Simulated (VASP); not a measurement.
These are PBE GGA, VASP's PBE PAW potentials (set 64) (plane waves; VASP) values and carry that method's errors.

The input files of a VASP run:

INCAR:
```
# general
SYSTEM   =  InAs
PREC     =  Accurate
ENCUT    =  400
LREAL    =  F
LASPH    =  T

# electronic loop
EDIFF    =  1E-6
NELM     =  100
ALGO     =  Conjugate
LMAXMIX  =  4

# smearing
ISMEAR   =  0
SIGMA    =  0.05

# functional
GGA      =  PE

# ions
ISIF     =  2

# output
LWAVE    =  F
LCHARG   =  F
```

File KPOINTS:
```
kpoints
0
Gamma
7 7 7
0 0 0
```

POSCAR:
```
InAs
1
    0.0000000000     3.0300000000     3.0300000000
    3.0300000000     0.0000000000     3.0300000000
    3.0300000000     3.0300000000     0.0000000000
In As
1 1
Direct
  0.0000000000   0.0000000000   0.0000000000
  0.2500000000   0.2500000000   0.2500000000
```

POTCAR, in this order: In_d As (PBE.64 set). Program: vasp_std.

Output

**OSZICAR**
```
       N       E                     dE             d eps       ncg     rms           ort
DAV:   1     0.109041675917E+03    0.10904E+03   -0.73861E+03   260   0.134E+03
DAV:   2    -0.275303812017E+00   -0.10932E+03   -0.10636E+03   260   0.298E+02
DAV:   3    -0.776474756076E+01   -0.74894E+01   -0.74450E+01   260   0.871E+01
DAV:   4    -0.794028242011E+01   -0.17553E+00   -0.17547E+00   260   0.156E+01
DAV:   5    -0.794859305336E+01   -0.83106E-02   -0.83103E-02   260   0.291E+00
SDA:   6    -0.733373594993E+01    0.61486E+00   -0.83103E-02   260   0.155E+01   0.000E+00
CGA:   7    -0.756532860799E+01   -0.23159E+00   -0.23169E+00   260   0.435E+00  -0.573E-03
CGA:   8    -0.765499805360E+01   -0.89669E-01   -0.89595E-01   260   0.407E-01   0.414E-02
CGA:   9    -0.766918636432E+01   -0.14188E-01   -0.14151E-01   260   0.121E-01   0.240E-03
CGA:  10    -0.767190749929E+01   -0.27211E-02   -0.27223E-02   260   0.514E-02  -0.959E-04
CGA:  11    -0.767299808515E+01   -0.10906E-02   -0.10905E-02   260   0.624E-03   0.521E-04
CGA:  12    -0.767321991907E+01   -0.22183E-03   -0.21946E-03   260   0.194E-03   0.174E-04
CGA:  13    -0.767325878819E+01   -0.38869E-04   -0.38461E-04   260   0.492E-04  -0.123E-04
CGA:  14    -0.767327458141E+01   -0.15793E-04   -0.15315E-04   260   0.111E-04   0.435E-05
CGA:  15    -0.767327920441E+01   -0.46230E-05   -0.43635E-05   260   0.570E-05   0.203E-05
SDA:  16    -0.767328183537E+01   -0.26310E-05   -0.34629E-05   260   0.101E-04  -0.311E-05
CGA:  17    -0.767328298234E+01   -0.11470E-05   -0.14206E-05   260   0.132E-05   0.206E-05
SDA:  18    -0.767328331947E+01   -0.33713E-06   -0.35384E-06   260   0.723E-06   0.460E-06
   1 F= -.76732833E+01 E0= -.76731709E+01  d E =-.224872E-03
```

OUTCAR:
```
------------------------ aborting loop because EDIFF is reached ----------------------------------------
  FORCE on cell =-STRESS in cart. coord.  units (eV):
  Direction    XX          YY          ZZ          XY          YZ          ZX
  --------------------------------------------------------------------------------------
  Total        1.2493678      1.2493678      1.2493678     -0.0000000      0.0000000      0.0000000
  in kB       35.9784975     35.9784975     35.9784975     -0.0000000      0.0000000      0.0000000
  external PRESSURE =      35.9784975 kB  Pullay stress =       0.0000000 kB
  volume of cell :       55.64
      direct lattice vectors                 reciprocal lattice vectors
     0.000000000  3.030000000  3.030000000    -0.165016502  0.165016502  0.165016502
     3.030000000  0.000000000  3.030000000     0.165016502 -0.165016502  0.165016502
     3.030000000  3.030000000  0.000000000     0.165016502  0.165016502 -0.165016502
  FREE ENERGIE OF THE ION-ELECTRON SYSTEM (eV)
  ---------------------------------------------------
  free  energy   TOTEN  =        -7.6732833195 eV

  energy  without entropy=       -7.6730584473  energy(sigma->0) =       -7.67317088
```
(Selected blocks of OUTCAR.)

The compound is InAs in the zinc blende structure. The cell was not relaxed at this level. The run is one of a series of settings (ALGO = Conjugate against the base run), some of them coarse on purpose.
